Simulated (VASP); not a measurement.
Input:

```
CELL_PARAMETERS angstrom
      2.07933    -3.60151     0.00000
      2.07933     3.60151     0.00000
      0.00000     0.00000     7.15454
ATOMIC_POSITIONS crystal
  Mg 0.00000 0.00000 0.00000
  I  0.33333 0.66667 0.23284
  I  0.66667 0.33333 0.76716
```

These are r2SCAN meta-GGA, VASP's PBE PAW potentials (set 64) (plane waves; VASP) values and carry that method's errors. Run with 480 eV cut-off, 6×6×4 Γ-centred mesh, Gaussian smearing of 0.050 eV, potentials Mg I.

Problem. Estimate the energy per atom (σ→0).

Solution. 
| Property | Value |
|---|---|
| energy per atom (σ→0) | -18978 meV/atom |

The absolute energy has meaning only against runs of the same code, potentials and settings.

The compound is MgI2 in the 1T layered structure. This cell was strained or had an atom moved on purpose.
